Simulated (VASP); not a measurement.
# CoSi2 with r2SCAN: from relaxation to properties, part 5 of 6

Wanted: the relaxed cell of CoSi2 and its properties. The start is a cell from a database of measured crystal structures.

VASP 6.6.1, plane waves and PAW; the level of theory is named at each step.

Still holding for the runs below: This run allows spin, but its moments start at zero, where symmetry between the spins tends to hold them, although Co can carry a moment. Its electron count is odd, so without a moment it is a metal by construction.

So far. Step 9 (Band structure (r2SCAN)): There is no gap at this level. Step 9 (Band structure (r2SCAN)): Of the bands kept, 3 cross the Fermi level on this path. The relaxed cell has a = 5.311 Å (conventional setting).

**10. Total and projected DOS (r2SCAN)**

Level of this step: r2SCAN, zero-moment start; plane waves and PAW (Co, Si) (VASP).

A density of states needs more k-points than a total energy; ISMEAR = -5 takes tetrahedra, and LORBIT projects the states on the PAW spheres. The mesh is finer than in the run before.

The input, INCAR:

```
SYSTEM = CoSi2
PREC = Accurate
ENCUT = 400
EDIFF = 1E-06
NELM = 100
ISMEAR = -5
SIGMA = 0.05
LREAL = .FALSE.
ALGO = Normal
METAGGA = R2SCAN
LASPH = .TRUE.
NBANDS = 23
ISPIN = 2
MAGMOM = 0 0 0
LMAXMIX = 4
LORBIT = 11
LWAVE = .FALSE.
LCHARG = .FALSE.
KPAR = 8
NEDOS = 2001
```

The input, POSCAR:

```
CoSi2
1.0
    0.0000000000      2.6556679228      2.6556679228
    2.6556679228      0.0000000000      2.6556679228
    2.6556679228      2.6556679228      0.0000000000
Co Si
1 2
Direct
    0.0000000000      0.0000000000      0.0000000000
    0.2500000000      0.2500000000      0.2500000000
    0.7500000000      0.7500000000      0.7500000000
```

The input, KPOINTS:

```
Automatic mesh
0
Gamma
11 11 11
0 0 0
```

The projector-augmented-wave data sets are Co and Si (PBE family, release 64).

On the command line:

```sh
mpirun -np 8 vasp_std
```

Output:

```text
[... set-up lines as in an earlier step ...]
 entering main loop
       N       E                     dE             d eps       ncg     rms          rms(c)
DAV:   1     0.450157200402E+02    0.45016E+02   -0.53100E+03  5208   0.592E+02
DAV:   2    -0.314973783497E+02   -0.76513E+02   -0.66283E+02  5915   0.155E+02
DAV:   3    -0.357036093763E+02   -0.42062E+01   -0.40673E+01  6315   0.382E+01
DAV:   4    -0.357665374444E+02   -0.62928E-01   -0.62822E-01  6072   0.437E+00
DAV:   5    -0.357687628314E+02   -0.22254E-02   -0.22246E-02  6816   0.792E-01    0.161E+01
DAV:   6    -0.369917548185E+02   -0.12230E+01   -0.17690E+01  6286   0.763E+01    0.175E+01
DAV:   7    -0.319517241297E+02    0.50400E+01   -0.62545E+00  6132   0.532E+01    0.410E+00
DAV:   8    -0.320505888396E+02   -0.98865E-01   -0.48783E-01  6486   0.662E+00    0.308E+00
DAV:   9    -0.320084772141E+02    0.42112E-01   -0.12296E-01  6082   0.545E+00    0.576E-01
DAV:  10    -0.320088905470E+02   -0.41333E-03   -0.36611E-03  6204   0.346E-01    0.370E-01
DAV:  11    -0.320084611296E+02    0.42942E-03   -0.63986E-04  6523   0.398E-01    0.447E-02
DAV:  12    -0.320084550201E+02    0.61095E-05   -0.70132E-05  7923   0.775E-02    0.158E-02
DAV:  13    -0.320084561268E+02   -0.11068E-05   -0.35497E-06  6099   0.133E-02    0.123E-02
DAV:  14    -0.320084591164E+02   -0.29895E-05   -0.11600E-06  3962   0.182E-02    0.180E-03
DAV:  15    -0.320084593109E+02   -0.19453E-06   -0.99795E-08  3318   0.170E-03
   1 F= -.32008459E+02 E0= -.32008459E+02  d E =0.000000E+00  mag=     0.0000
 -----------------------------------------------------------------------------
|                                                                             |
|           W    W    AA    RRRRR   N    N  II  N    N   GGGG   !!!           |
|           W    W   A  A   R    R  NN   N  II  NN   N  G    G  !!!           |
|           W    W  A    A  R    R  N N  N  II  N N  N  G       !!!           |
|           W WW W  AAAAAA  RRRRR   N  N N  II  N  N N  G  GGG   !            |
|           WW  WW  A    A  R   R   N   NN  II  N   NN  G    G                |
|           W    W  A    A  R    R  N    N  II  N    N   GGGG   !!!           |
|                                                                             |
|     Tetrahedron method does not include variations of the Fermi             |
|     occupations, so forces and stress will be inaccurate. We suggest        |
|     using a different smearing scheme ISMEAR = 1 or 2 for metals in         |
|     relaxations.                                                            |
|                                                                             |
 -----------------------------------------------------------------------------
```

Run time: 46 s. Hardware: 8 MPI ranks of Intel Xeon Platinum 8488C (Sapphire Rapids), shared host; peak memory 1.5 GiB.

From OUTCAR (step 10):

```text
   k-points           NKPTS =     56   k-points in BZ     NKDIM =     56   number of bands    NBANDS=     23

   NELECT =      17.0000    total number of electrons

 E-fermi :  10.3068

 spin component 1
 k-point     1 :       0.0000    0.0000    0.0000
  band No.  band energies     occupation
    ...
      2       5.9650      1.00000
      3       5.9651      1.00000
      4       5.9651      1.00000
      5       8.2370      1.00000
      6       8.2370      1.00000
      7      11.8620      0.00000
      8      13.9420      0.00000
      9      13.9420      0.00000
     10      13.9420      0.00000
     11      14.0688      0.00000
    ...

 k-point     2 :       0.0909    0.0000    0.0000
  band No.  band energies     occupation
    ...
      2       5.6596      1.00000
      3       6.0135      1.00000
      4       6.0135      1.00000
      5       8.1982      1.00000
      6       8.1982      1.00000
      7      11.7037      0.00000
      8      12.5820      0.00000
      9      13.1301      0.00000
     10      13.1301      0.00000
     11      14.9056      0.00000
    ...

  Total        0.0167022      0.0167022      0.0167022     -0.0000000     -0.0000000      0.0000000
  in kB        0.7143864      0.7143864      0.7143864     -0.0000000     -0.0000000      0.0000000
  external PRESSURE =       0.7143864 kB  Pullay stress =       0.0000000 kB

 POSITION                                       TOTAL-FORCE (eV/Angst)
 -----------------------------------------------------------------------------------
      0.00000      0.00000      0.00000         0.000000      0.000000      0.000000
      1.32783      1.32783      1.32783        -0.000000     -0.000000     -0.000000
      3.98350      3.98350      3.98350         0.000000      0.000000      0.000000
 -----------------------------------------------------------------------------------
    total drift:                               -0.000000      0.000000      0.000000

  FREE ENERGIE OF THE ION-ELECTRON SYSTEM (eV)
  ---------------------------------------------------
  free  energy   TOTEN  =       -32.0084593109 eV

  energy  without entropy=      -32.0084593109  energy(sigma->0) =      -32.00845931

 magnetization (x)
# of ion       s       p       d       tot
------------------------------------------
    1       -0.000  -0.000  -0.000  -0.000
    2       -0.000  -0.000   0.000  -0.000
    3       -0.000  -0.000   0.000  -0.000
--------------------------------------------------
tot         -0.000  -0.000  -0.000  -0.000

[... 6 parts as in an earlier step ...]

[... 10 further parts left out ...]
```

With tetrahedra the forces and stress of a metal are not exact derivatives of the energy.

This step gave:

| Quantity | Value |
| --- | --- |
| SCF cycles | 15 |
| irreducible k-points | 56 |
| free energy (TOTEN) | -32.01 eV |
| Fermi energy | 10.31 eV |
| pressure | 0.07144 GPa |
| DOS at the Fermi level | 0.9837 states/eV/cell |

The density of states has structure finer than the step of the table below, so its rows give means over 0.5 eV, whole bins alone (the curve runs from -12.0 to 5.55 eV). Peaks (eV: height): total -4.29: 3.43, -2.04: 5.22, -1.71: 6.15, 4.22: 2.86; Co d -3.79: 1.42, -1.71: 5.20, 2.80: 0.91, 4.22: 0.798; Si p -4.29: 0.717, -3.04: 0.31, -0.62: 0.309, 4.22: 0.521; Co p -8.55: 0.0898, -4.13: 0.125, -0.71: 0.273, 4.30: 0.086; Si s -9.13: 0.283, -8.55: 0.355, 2.80: 0.433, 4.30: 0.150.

States under -12.0 eV and over 5.6 eV are left out; both spin channels agree and are summed. Table of density of states by energy, zero at the Fermi level; means over each step; values in states/eV/cell:

```
energy (eV)  total     Co d    Si p     Co p     Si s     Co s
      -11.5  0.426  0.00388  0.0191   0.0179    0.140   0.0530
      -11.0  0.494  0.00718  0.0254   0.0233    0.161   0.0571
      -10.5  0.620   0.0141  0.0354   0.0309    0.201   0.0674
      -10.0  0.582   0.0148  0.0319   0.0369    0.194   0.0509
       -9.5  0.661   0.0185  0.0329   0.0574    0.232   0.0318
       -9.0  0.636   0.0279  0.0403   0.0596    0.214   0.0162
       -8.5  0.838   0.0611  0.0560   0.0707    0.279   0.0190
       -8.0  0.646   0.0679  0.0477   0.0482    0.209   0.0130
       -7.5  0.662   0.0906  0.0650   0.0382    0.183   0.0226
       -7.0  0.752    0.130  0.0902   0.0323    0.171   0.0333
       -6.5  0.768    0.136   0.123   0.0316    0.119   0.0451
       -6.0  0.743    0.141   0.141   0.0340   0.0724   0.0416
       -5.5  0.895    0.185   0.185   0.0446   0.0513   0.0492
       -5.0   1.10    0.269   0.232   0.0559   0.0401   0.0531
       -4.5   2.00    0.685   0.419   0.0866   0.0386   0.0643
       -4.0   2.87     1.21   0.563    0.111   0.0336   0.0547
       -3.5   1.55    0.675   0.281   0.0748   0.0183   0.0272
       -3.0   1.76    0.961   0.228   0.0509   0.0251   0.0528
       -2.5   1.76     1.21   0.141   0.0335  0.00996   0.0324
       -2.0   4.32     3.48   0.165   0.0473  0.00902   0.0695
       -1.5   3.63     2.89   0.115   0.0878   0.0105   0.0716
       -1.0   2.48     1.60   0.206    0.183   0.0127   0.0312
       -0.5   2.09     1.07   0.264    0.232   0.0129   0.0194
        0.0   1.00    0.433   0.142    0.134   0.0117   0.0113
        0.5  0.615    0.231  0.0916   0.0917   0.0133  0.00758
        1.0  0.400    0.128  0.0611   0.0640   0.0179  0.00516
        1.5  0.282   0.0737  0.0413   0.0460   0.0263  0.00381
        2.0  0.621    0.301  0.0406   0.0313    0.115  0.00279
        2.5   1.53    0.661   0.130   0.0351    0.259  0.00855
        3.0   1.85    0.569   0.220   0.0544    0.303  0.00893
        3.5  0.473    0.147  0.0412  0.00974   0.0363   0.0223
        4.0   1.62    0.480   0.279   0.0401   0.0565   0.0342
        4.5   2.05    0.507   0.373   0.0633    0.116   0.0400
        5.0  0.964    0.193   0.200   0.0261   0.0823   0.0190
```

The finer mesh and the other smearing move the Fermi level by -0.12 eV from the 7×7×7 run, one measure of the sampling error in the zero of the bands above. Of the states within 0.3 eV of the Fermi level, the largest shares in the PAW spheres are Co d 43 %, Si p 14 % and Co p 13 %. The rest lies in smaller channels or between the spheres.

**11. Field gradients at the nuclei (r2SCAN)**

Field gradients probe how far the charge around each nucleus departs from cubic symmetry; LASPH keeps the non-spherical terms inside the spheres.

The input, INCAR:

```
SYSTEM = CoSi2
PREC = Accurate
ENCUT = 400
EDIFF = 1E-07
NELM = 100
ISMEAR = 0
SIGMA = 0.05
LREAL = .FALSE.
ALGO = Normal
METAGGA = R2SCAN
LASPH = .TRUE.
NBANDS = 16
ISPIN = 2
MAGMOM = 0 0 0
LMAXMIX = 4
LORBIT = 11
LWAVE = .FALSE.
LCHARG = .FALSE.
KPAR = 8
LEFG = .TRUE.
```

POSCAR is that of step 10.

The input, KPOINTS:

```
Automatic mesh
0
Gamma
7 7 7
0 0 0
```

On the command line:

```sh
mpirun -np 8 vasp_std
```

Output:

```text
[... set-up lines as in an earlier step ...]
 entering main loop
       N       E                     dE             d eps       ncg     rms          rms(c)
DAV:   1     0.371290751482E+02    0.37129E+02   -0.58802E+03  1304   0.846E+02
DAV:   2    -0.331120032854E+02   -0.70241E+02   -0.62338E+02  1448   0.184E+02
DAV:   3    -0.357397257761E+02   -0.26277E+01   -0.25833E+01  1720   0.402E+01
DAV:   4    -0.357819096872E+02   -0.42184E-01   -0.42173E-01  1560   0.492E+00
DAV:   5    -0.357831273907E+02   -0.12177E-02   -0.12177E-02  1688   0.823E-01    0.161E+01
DAV:   6    -0.368681044486E+02   -0.10850E+01   -0.27063E+01  1360   0.109E+02    0.174E+01
DAV:   7    -0.319346652672E+02    0.49334E+01   -0.98637E+00  1584   0.771E+01    0.421E+00
DAV:   8    -0.320676271824E+02   -0.13296E+00   -0.93310E-01  1808   0.992E+00    0.314E+00
DAV:   9    -0.320185363382E+02    0.49091E-01   -0.16414E-01  1520   0.810E+00    0.563E-01
DAV:  10    -0.320191480770E+02   -0.61174E-03   -0.67464E-03  1552   0.654E-01    0.385E-01
DAV:  11    -0.320186739079E+02    0.47417E-03   -0.11678E-03  1608   0.650E-01    0.489E-02
DAV:  12    -0.320186856828E+02   -0.11775E-04   -0.11425E-04  1992   0.111E-01    0.160E-02
DAV:  13    -0.320186856015E+02    0.81347E-07   -0.27475E-06  1576   0.146E-02    0.123E-02
DAV:  14    -0.320186856296E+02   -0.28143E-07   -0.15854E-06  1584   0.251E-02    0.323E-03
DAV:  15    -0.320186857964E+02   -0.16682E-06   -0.92481E-08   752   0.304E-03    0.642E-04
DAV:  16    -0.320186858443E+02   -0.47888E-07   -0.21756E-08   720   0.171E-03
ion   1
     0.0000000     0.0000000    -0.0000000    -0.0000000     0.0000000    -0.0000000
     0.0000452     0.0000000    -0.0000000    -0.0000000     0.0000000    -0.0000000
     0.0000623     0.0000000    -0.0000000    -0.0000000     0.0000000    -0.0000000
     0.0000858     0.0000000    -0.0000000    -0.0000000     0.0000000    -0.0000000
     0.0001181     0.0000000    -0.0000000    -0.0000000     0.0000000    -0.0000000

     0.0000000     0.0000000    -0.0000000    -0.0000000     0.0000000    -0.0000000
     0.0000452     0.0000000    -0.0000000    -0.0000000     0.0000000    -0.0000000
     0.0000623     0.0000000    -0.0000000    -0.0000000     0.0000000    -0.0000000
     0.0000858     0.0000000    -0.0000000    -0.0000000     0.0000000    -0.0000000
     0.0001181     0.0000000    -0.0000000    -0.0000000     0.0000000    -0.0000000

ion   2
     0.0000000     0.0000000     0.0000000    -0.0000000    -0.0000000     0.0000000
     0.0000353     0.0000000     0.0000000    -0.0000000    -0.0000000     0.0000000
     0.0000487     0.0000000     0.0000000    -0.0000000    -0.0000000     0.0000000
     0.0000670     0.0000000     0.0000000    -0.0000000    -0.0000000     0.0000000
     0.0000923     0.0000000     0.0000000    -0.0000000    -0.0000000     0.0000000

     0.0000000     0.0000000     0.0000000    -0.0000000    -0.0000000     0.0000000
     0.0000353     0.0000000     0.0000000    -0.0000000    -0.0000000     0.0000000
     0.0000487     0.0000000     0.0000000    -0.0000000    -0.0000000     0.0000000
     0.0000670     0.0000000     0.0000000    -0.0000000    -0.0000000     0.0000000
     0.0000923     0.0000000     0.0000000    -0.0000000    -0.0000000     0.0000000

ion   3
     0.0000000     0.0000000    -0.0000000     0.0000000    -0.0000000     0.0000000
     0.0000353     0.0000000    -0.0000000     0.0000000    -0.0000000     0.0000000
     0.0000487     0.0000000    -0.0000000     0.0000000    -0.0000000     0.0000000
     0.0000670     0.0000000    -0.0000000     0.0000000    -0.0000000     0.0000000
     0.0000923     0.0000000    -0.0000000     0.0000000    -0.0000000     0.0000000

     0.0000000     0.0000000    -0.0000000     0.0000000    -0.0000000     0.0000000
     0.0000353     0.0000000    -0.0000000     0.0000000    -0.0000000     0.0000000
     0.0000487     0.0000000    -0.0000000     0.0000000    -0.0000000     0.0000000
     0.0000670     0.0000000    -0.0000000     0.0000000    -0.0000000     0.0000000
     0.0000923     0.0000000    -0.0000000     0.0000000    -0.0000000     0.0000000

   1 F= -.32018686E+02 E0= -.32017300E+02  d E =-.277236E-02  mag=    -0.0000
```

It took 22 s on 8 MPI ranks; peak memory 1.2 GiB.

OUTCAR, selected parts (step 11):

```text
   NELECT =      17.0000    total number of electrons

 E-fermi :  10.4226

 spin component 1
 k-point     1 :       0.0000    0.0000    0.0000
  band No.  band energies     occupation
    ...
      2       5.9602      1.00000
      3       5.9602      1.00000
      4       5.9602      1.00000
      5       8.2219      1.00000
      6       8.2219      1.00000
      7      11.8645      0.00000
      8      13.9415      0.00000
      9      13.9415      0.00000
     10      13.9415      0.00000
     11      14.0622      0.00000
    ...

 k-point     2 :       0.1429    0.0000    0.0000
  band No.  band energies     occupation
    ...
      2       5.2380      1.00000
      3       6.0752      1.00000
      4       6.0752      1.00000
      5       8.1386      1.00000
      6       8.1386      1.00000
      7      10.9685      0.00000
      8      12.6384      0.00000
      9      12.6384      0.00000
     10      12.6533      0.00000
     11      15.1132      0.00000
    ...

  Total        0.0176200      0.0176200      0.0176200      0.0000000      0.0000000      0.0000000
  in kB        0.7536433      0.7536433      0.7536433      0.0000000      0.0000000      0.0000000
  external PRESSURE =       0.7536433 kB  Pullay stress =       0.0000000 kB

 POSITION                                       TOTAL-FORCE (eV/Angst)
 -----------------------------------------------------------------------------------
      0.00000      0.00000      0.00000        -0.000000      0.000000      0.000000
      1.32783      1.32783      1.32783        -0.000000     -0.000000     -0.000000
      3.98350      3.98350      3.98350         0.000000      0.000000      0.000000
 -----------------------------------------------------------------------------------
    total drift:                               -0.000000      0.000000      0.000000

  FREE ENERGIE OF THE ION-ELECTRON SYSTEM (eV)
  ---------------------------------------------------
  free  energy   TOTEN  =       -32.0186858443 eV

  energy  without entropy=      -32.0159134865  energy(sigma->0) =      -32.01729967

 Electric field gradients after diagonalization (V/A^2)
 (convention: |V_zz| > |V_xx| > |V_yy|)
----------------------------------------------------------------------
 ion       V_xx      V_yy      V_zz     asymmetry (V_yy - V_xx)/ V_zz
----------------------------------------------------------------------
   1       0.002     0.002    -0.003       0.000
   2       0.000     0.000    -0.000       0.000
   3       0.000     0.000    -0.000       0.000
----------------------------------------------------------------------

 magnetization (x)
# of ion       s       p       d       tot
------------------------------------------
    1       -0.000  -0.000  -0.000  -0.000
    2        0.000  -0.000   0.000   0.000
    3        0.000  -0.000   0.000   0.000
--------------------------------------------------
tot         -0.000  -0.000  -0.000  -0.000

[... 9 parts as in an earlier step ...]

[... 8 further parts left out ...]
```

This step gave:

| Property | Result |
| --- | --- |
| SCF cycles | 16 |
| bands | 16 |
| irreducible k-points | 20 |
| free energy (TOTEN) | -32.02 eV |
| Fermi energy | 10.42 eV |
| pressure | 0.07536 GPa |

Electric field gradients, by row:

```
atom  Vxx (V/Å²)  Vyy (V/Å²)  Vzz (V/Å²)  asymmetry
 Co1       0.002       0.002      -0.003          -
 Si2           0           0           0          -
 Si3           0           0           0          -
```

All gradients vanish within the noise.

The run ends at a pressure of 0.08 GPa.

(Part 5 of 6 ends here.)

[Lines on the potential files, build, host, timing and source positions are cut from VASP's logs without a mark.]

[Logs are printed without paths, hosts, clocks, repeated set-up lines and the standing remarks that a program may print on its own settings, such as how far it seeks lower states.]

[Hosts, paths, dates, database ids (printed as entryN), source tags and the programs' standing remarks are cut or masked in the printed files.]

[A measured line is paired with the nearest computed mode of its activity, which favours agreement.]
